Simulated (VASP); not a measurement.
Cu3N (space group Pm-3m): the band gap from VASP (plane waves, PAW) at several levels of theory. Gaps are without spin-orbit coupling. Each level names its cell: its own relaxed one, PBE's, or the starting one. A gap is the smallest over the k-mesh and a band path; hybrids may have named points in place of the path, and GW has the mesh alone.  mBJ is a potential without an energy functional, so only the levels count.

```tsv
level	band gap (eV)
PBEsol (own cell)	0.05
mBJ (TB09) (PBE cell)	0.38
HSE06 (PBE cell)	1.04
```

The cell of the PBEsol (own cell) run:

```xyz
4
Lattice="3.7700 0.0000 0.0000 0.0000 3.7700 0.0000 0.0000 0.0000 3.7700" Properties=species:S:1:pos:R:3 pbc="T T T"
Cu     0.0000     0.0000     1.8850
Cu     1.8850     0.0000     0.0000
Cu     0.0000     1.8850     0.0000
N      0.0000     0.0000     0.0000
```

Only levels that ran to the end are used. Left out are those held back, those with too coarse a band path, GW runs whose mesh misses a band edge, hybrids' fits of cells that aren't cubic and levels without matching references; a question may draw on a part of the rest.

The structure comes from a computed database's Cu3N entry (Pm-3m); how it stands against other phases isn't given here.
